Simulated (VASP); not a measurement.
```xyz
2
Lattice="0.0000 2.3200 2.3200 2.3200 0.0000 2.3200 2.3200 2.3200 0.0000" Properties=species:S:1:pos:R:3 pbc="T T T"
Hf     0.0000     0.0000     0.0000
C      2.3200     2.3200     2.3200
```

These are revPBE GGA, VASP's PBE PAW potentials (set 64) (plane waves; VASP) values and carry that method's errors. Run with 520 eV cut-off, 12×12×12 Γ-centred mesh, first-order Methfessel-Paxton smearing of 0.10 eV, potentials Hf_pv C.

Task: The ions, cell shape and volume are relaxed. Predict the relaxed structure.

Result: 
```xyz
2
Lattice="0.0000 2.3331 2.3331 2.3331 0.0000 2.3331 2.3331 2.3331 0.0000" Properties=species:S:1:pos:R:3 pbc="T T T"
Hf     0.0000     0.0000     0.0000
C      2.3331     2.3331     2.3331
```
Space group Fm-3m (225), at a tolerance of 0.03 Å.

Task: How do energy and volume change from the first to the last step?

Result: The energy (σ→0) changes by -2.6 meV/atom and the volume by +1.7 %, in 3 ionic steps.

| step | E(σ→0) (eV) | max force (eV/Å) | pressure (GPa) | volume (Å³) |
|---|---|---|---|---|
| 1 | -20.2905 | 0.000 | 4.05 | 24.97 |
| 2 | -20.2810 | 0.000 | -6.26 | 26.13 |
| 3 | -20.2958 | 0.000 | 0.00 | 25.40 |

The compound is HfC in the rock salt structure. This run relaxes it. Symmetry was kept, so distortions that lower it aren't found.
